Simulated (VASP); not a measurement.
# Input and output of a VASP PBE single-point calculation on LiMgBN₂ (database structure)

INCAR

```
PREC = Accurate
LREAL = .FALSE.
ISIF = 2
LWAVE = .FALSE.
ENCUT = 520
GGA = PE
NBANDS = 17
LCHARG = .FALSE.
NSW = 0
SIGMA = 0.02
EDIFF = 1E-7
IBRION = -1
NELM = 120
ISMEAR = -1
LASPH = .TRUE.
```

KPOINTS

```
KPOINTS created by Atomic Simulation Environment
0
Gamma
10 10 10
0 0 0
```

KPOINTS_OPT

```
special points
9
Reciprocal
0.0000000000 0.0000000000 0.0000000000 1
0.0000000000 0.0000000000 0.5000000000 1
0.2500000000 0.2500000000 0.2500000000 1
0.0000000000 0.5000000000 0.0000000000 1
0.5000000000 0.5000000000 -0.5000000000 1
0.2952994427 0.7047005573 -0.2952994427 1
-0.2952994427 0.2952994427 0.2952994427 1
-0.0905988853 0.0905988853 0.5000000000 1
0.5000000000 0.5000000000 -0.0905988853 1
```

POSCAR

```
Li Mg B  N
 1.0000000000000000
    -1.8851031253751336    1.8851031253751336    4.4285207955213490
     1.8851031253751336   -1.8851031253751336    4.4285207955213490
     1.8851031253751336    1.8851031253751336   -4.4285207955213490
 Li  Mg  B   N
   1   1   1   2
Cartesian
  1.8851031253751336  0.0000000000000000  2.2142603977606745
 -0.0000000000000001  1.8851031253751338  2.2142603977606745
  0.0000000000000000 -0.0000000000000000  4.4285207955213481
 -0.0000000000000000  0.0000000000000000  5.7649947020405294
  0.0000000000000000 -0.0000000000000000  3.0920468890021686
```

VASP ran with the recommended PBE PAW datasets (18 valence electrons in the cell).

Command

```
mpirun -np 1 vasp_std
```

OSZICAR

```
N       E                     dE             d eps       ncg     rms          rms(c)
DAV:   1     0.820533240424E+02    0.82053E+02   -0.82234E+03  3468   0.996E+02
DAV:   2    -0.281702415285E+02   -0.11022E+03   -0.10413E+03  4434   0.225E+02
DAV:   3    -0.378327856265E+02   -0.96625E+01   -0.96204E+01  5839   0.616E+01
DAV:   4    -0.379723515549E+02   -0.13957E+00   -0.13917E+00  4935   0.721E+00
DAV:   5    -0.379774038281E+02   -0.50523E-02   -0.50511E-02  5072   0.110E+00    0.132E+01
DAV:   6    -0.318384693010E+02    0.61389E+01   -0.15077E+01  4515   0.242E+01    0.478E+00
DAV:   7    -0.316338688219E+02    0.20460E+00   -0.93490E-01  4732   0.612E+00    0.329E+00
DAV:   8    -0.315404396186E+02    0.93429E-01   -0.32722E-01  4216   0.375E+00    0.596E-01
DAV:   9    -0.315362159056E+02    0.42237E-02   -0.41728E-02  5059   0.146E+00    0.343E-01
DAV:  10    -0.315397642754E+02   -0.35484E-02   -0.66986E-03  3775   0.617E-01    0.161E-01
DAV:  11    -0.315410128152E+02   -0.12485E-02   -0.10063E-03  3895   0.195E-01    0.941E-02
DAV:  12    -0.315412564138E+02   -0.24360E-03   -0.53109E-04  3857   0.131E-01    0.223E-02
DAV:  13    -0.315412882439E+02   -0.31830E-04   -0.63568E-05  4185   0.529E-02    0.800E-03
DAV:  14    -0.315412890324E+02   -0.78844E-06   -0.60260E-06  4589   0.168E-02    0.175E-03
DAV:  15    -0.315412893757E+02   -0.34334E-06   -0.51064E-07  4298   0.503E-03    0.148E-03
DAV:  16    -0.315412893262E+02    0.49539E-07   -0.90564E-08  3280   0.204E-03
   1 F= -.31541289E+02 E0= -.31541289E+02  d E =-.775455E-12
       N       E                     dE             ncg
DAV:   1     0.247460359727E+04   -0.51241E+04      306
DAV:   2     0.164652544409E+04   -0.82808E+03      380
DAV:   3     0.157114761540E+04   -0.75378E+02      537
DAV:   4     0.157013154868E+04   -0.10161E+01      425
DAV:   5     0.157009780300E+04   -0.33746E-01      474
DAV:   6     0.157009754013E+04   -0.26287E-03      418
DAV:   7     0.157009753110E+04   -0.90244E-05      467
DAV:   8     0.157009753103E+04   -0.76053E-07      385
```

From OUTCAR

```
k-points           NKPTS =    102   k-points in BZ     NKDIM =    102   number of bands    NBANDS=     17

   NELECT =      18.0000    total number of electrons

   dimension x,y,z NGX =    40 NGY =   40 NGZ =   40
   dimension x,y,z NGXF=    80 NGYF=   80 NGZF=   80

  energy-cutoff  :      520.00
  volume of cell :       62.95
      direct lattice vectors                 reciprocal lattice vectors
    -1.885103125  1.885103125  4.428520796     0.000000000  0.265237479  0.112904517
     1.885103125 -1.885103125  4.428520796     0.265237479  0.000000000  0.112904517
     1.885103125  1.885103125 -4.428520796     0.265237479  0.265237479  0.000000000

 k-points in reciprocal lattice and weights: KPOINTS created by Atomic Simulation Env
   0.00000000  0.00000000  0.00000000       0.001
   0.10000000  0.00000000  0.00000000       0.008
   0.20000000  0.00000000  0.00000000       0.008
   0.30000000  0.00000000  0.00000000       0.008
   0.40000000  0.00000000  0.00000000       0.008
   0.50000000  0.00000000  0.00000000       0.004
   0.10000000  0.10000000  0.00000000       0.008
   0.20000000  0.10000000  0.00000000       0.016
   ...

 E-fermi :   1.4875

 k-point     1 :       0.0000    0.0000    0.0000
  band No.  band energies     occupation
      1     -42.4534      2.00000
      2     -13.3811      2.00000
      3     -12.3356      2.00000
      4      -3.7670      2.00000
      5      -1.4733      2.00000
      6      -1.0891      2.00000
      7      -1.0891      2.00000
      8      -0.3280      2.00000
      9      -0.3280      2.00000
     10       3.7403      0.00000
     11       7.1411      0.00000
     12       9.0280      0.00000
     13       9.0280      0.00000
     14       9.5568      0.00000
     15      12.0395      0.00000
     16      13.4853      0.00000
     17      13.4853      0.00000

 k-point     2 :       0.1000    0.0000    0.0000
  band No.  band energies     occupation
      1     -42.4533      2.00000
      2     -13.3544      2.00000
      3     -12.3474      2.00000
      4      -3.7417      2.00000
      5      -1.6370      2.00000
      6      -1.2439      2.00000
      7      -1.1344      2.00000
      8      -0.2459      2.00000
      9      -0.2376      2.00000
     10       4.0022      0.00000
     11       7.2876      0.00000
     12       8.6214      0.00000
     13       8.9372      0.00000
     14       9.9092      0.00000
     15      12.1397      0.00000
     16      13.3339      0.00000
     17      13.4055      0.00000

 k-point     3 :       0.2000    0.0000    0.0000
  band No.  band energies     occupation
      1     -42.4531      2.00000
      2     -13.2806      2.00000
      3     -12.3811      2.00000
      4      -3.6800      2.00000
      5      -2.1053      2.00000
      6      -1.4240      2.00000
      7      -1.2190      2.00000
      8      -0.1452      2.00000
      9      -0.0329      2.00000
     10       4.6481      0.00000
     11       7.5826      0.00000
     12       8.1691      0.00000
     13       8.7161      0.00000
     14      10.2402      0.00000
     15      12.2316      0.00000
     16      12.6806      0.00000
     17      13.0592      0.00000

 k-point     4 :       0.3000    0.0000    0.0000
  band No.  band energies     occupation
      1     -42.4527      2.00000
      2     -13.1792      2.00000
      3     -12.4310      2.00000
      4      -3.6158      2.00000
      5      -2.6128      2.00000
      6      -1.5352      2.00000
      7      -1.2882      2.00000
      8      -0.0995      2.00000
      9       0.1883      2.00000
     10       5.4390      0.00000
     11       7.3080      0.00000
     12       8.4758      0.00000
     13       8.5794      0.00000
     14       9.9960      0.00000
     15      11.9381      0.00000
     16      11.9873      0.00000
     17      13.1367      0.00000

 k-point     5 :       0.4000    0.0000    0.0000
  band No.  band energies     occupation
      1     -42.4525      2.00000
      2     -13.0841      2.00000
      3     -12.4831      2.00000
      4      -3.5811      2.00000
      5      -2.9655      2.00000
      6      -1.5840      2.00000
      7      -1.3280      2.00000
      8      -0.0927      2.00000
      9       0.3539      2.00000
     10       6.1639      0.00000
     11       6.9740      0.00000
     12       8.3092      0.00000
     13       9.2768      0.00000
     14       9.4303      0.00000
     15      11.3483      0.00000
     16      11.4182      0.00000
     17      13.5808      0.00000

 k-point     6 :       0.5000    0.0000    0.0000
  band No.  band energies     occupation
      1     -42.4523      2.00000
      2     -13.0426      2.00000
      3     -12.5076      2.00000
      4      -3.5755      2.00000
      5      -3.0862      2.00000
      6      -1.5942      2.00000
      7      -1.3405      2.00000
      8      -0.0952      2.00000
      9       0.4152      2.00000
     10       6.4765      0.00000
     11       6.8944      0.00000
     12       8.2527      0.00000
     13       8.9616      0.00000
     14       9.9779      0.00000
     15      10.7749      0.00000
     16      11.2302      0.00000
     17      13.5515      0.00000

 k-point     7 :       0.1000    0.1000    0.0000
  band No.  band energies     occupation
      1     -42.4532      2.00000
      2     -13.3178      2.00000
      3     -12.3714      2.00000
      4      -3.6947      2.00000
      5      -1.8467      2.00000
      6      -1.3511      2.00000
      7      -1.2425      2.00000
      8      -0.1864      2.00000
      9      -0.0492      2.00000
     10       4.2865      0.00000
     11       7.4264      0.00000
     12       8.5243      0.00000
     13       8.6254      0.00000
     14      10.1094      0.00000
     15      12.3095      0.00000
     16      12.4782      0.00000
     17      13.4892      0.00000

 k-point     8 :       0.2000    0.1000    0.0000
  band No.  band energies     occupation
      1     -42.4530      2.00000
      2     -13.2378      2.00000
      3     -12.4120      2.00000
      4      -3.6111      2.00000
      5      -2.2847      2.00000
      6      -1.5194      2.00000
      7      -1.3213      2.00000
      8      -0.0778      2.00000
      9       0.1135      2.00000
     10       4.8938      0.00000
     11       7.6593      0.00000
     12       8.2277      0.00000
     13       8.4854      0.00000
     14      10.2989      0.00000
     15      11.5523      0.00000
     16      12.4535      0.00000
     17      13.2828      0.00000

 k-point     9 :       0.3000    0.1000    0.0000
  band No.  band energies     occupation
      1     -42.4526      2.00000
      2     -13.1365      2.00000
      3     -12.4608      2.00000
      4      -3.5274      2.00000
      5      -2.7485      2.00000
      6      -1.6000      2.00000
      7      -1.4082      2.00000
      8      -0.0303      2.00000
      9       0.2660      2.00000
     10       5.5837      0.00000
     11       7.4227      0.00000
     12       8.3223      0.00000
     13       8.7284      0.00000
     14       9.7823      0.00000
     15      11.3463      0.00000
     16      12.0518      0.00000
     17      13.4437      0.00000

 k-point    10 :       0.4000    0.1000    0.0000
  band No.  band energies     occupation
      1     -42.4524      2.00000
      2     -13.0519      2.00000
      3     -12.5001      2.00000
      4      -3.5023      2.00000
      5      -3.0271      2.00000
      6      -1.6381      2.00000
      7      -1.4658      2.00000
      8      -0.0370      2.00000
      9       0.3625      2.00000
     10       6.1685      0.00000
     11       7.2030      0.00000
     12       8.2692      0.00000
     13       8.9884      0.00000
     14       9.4874      0.00000
     15      11.2812      0.00000
     16      11.4367      0.00000
     17      13.5132      0.00000

 k-point    11 :       0.5000    0.1000    0.0000
  band No.  band energies     occupation
      1     -42.4523      2.00000
      2     -13.0310      2.00000
      3     -12.5016      2.00000
      4      -3.5600      2.00000
      5      -3.0223      2.00000
      6      -1.6760      2.00000
      7      -1.4703      2.00000
      8      -0.0692      2.00000
      9       0.3672      2.00000
     10       6.5151      0.00000
     11       6.9759      0.00000
     12       8.2779      0.00000
     13       8.7934      0.00000
     14       9.8931      0.00000
     15      10.9159      0.00000
     16      11.3584      0.00000
     17      13.4177      0.00000

 ...

  Total        0.6278734      0.6278734      1.3443298      0.0000000     -0.0000000      0.0000000
  in kB       15.9806243     15.9806243     34.2158632      0.0000000     -0.0000000      0.0000000
  external PRESSURE =      22.0590373 kB  Pullay stress =       0.0000000 kB

 POSITION                                       TOTAL-FORCE (eV/Angst)
 -----------------------------------------------------------------------------------
      1.88510     -0.00000      2.21426        -0.000000      0.000000     -0.000000
     -0.00000      1.88510      2.21426        -0.000000      0.000000     -0.000000
      0.00000      0.00000      4.42852        -0.000000      0.000000      0.000000
      0.00000      0.00000      5.76499         0.000000     -0.000000      0.275887
      0.00000      0.00000      3.09205         0.000000     -0.000000     -0.275887
 -----------------------------------------------------------------------------------
    total drift:                               -0.000000      0.000000     -0.000000

  FREE ENERGIE OF THE ION-ELECTRON SYSTEM (eV)
  ---------------------------------------------------
  free  energy   TOTEN  =       -31.5412893262 eV

  energy  without entropy=      -31.5412893262  energy(sigma->0) =      -31.54128933
```

```json
{"gap between bands v and c": "2.69 eV", "least direct gap": "3.59 eV", "pressure": "2.2 GPa", "largest force": "0.28 eV/Å"}
```

Band v is the last that the valence electrons fill when counted band by band, and c is the next.

The run took about 2.3 min on one core of a shared host (Intel Xeon Platinum 8488C) and held 0.33 GiB at most.
